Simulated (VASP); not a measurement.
Consider the following.

```
CELL_PARAMETERS angstrom
      2.98991     0.00000     0.00000
      0.00000     2.98991     0.00000
      0.00000     0.00000     2.98991
ATOMIC_POSITIONS crystal
  Cu 0.00000 0.00000 0.00000
  As 0.50000 0.50000 0.50000
```

Level of theory: PBE GGA, VASP's PBE PAW potentials (set 64) (plane waves; VASP 6.6.1). Numerical set-up: 400 eV cut-off, 7×7×7 Γ-centred mesh, Gaussian smearing of 0.050 eV, potentials Cu As.

### Question
Give the stress tensor in GPa (positive for a compressed cell).

### Answer

```
22.71   0.00   0.00
 0.00  22.71   0.00
 0.00   0.00  22.71
```
The pressure is its mean diagonal, 22.71 GPa.

The structure was generated: CuAs was put into the CsCl type (Pm-3m), which need not be its known phase. The cell was not relaxed at this level. The k-mesh is coarse (spacing up to 0.30 per Å, 2π included), so the numbers may not be converged in it. The run is one of a series of settings (KPOINTS 7×7×7 Γ-centred mesh against the base run), some of them coarse on purpose.
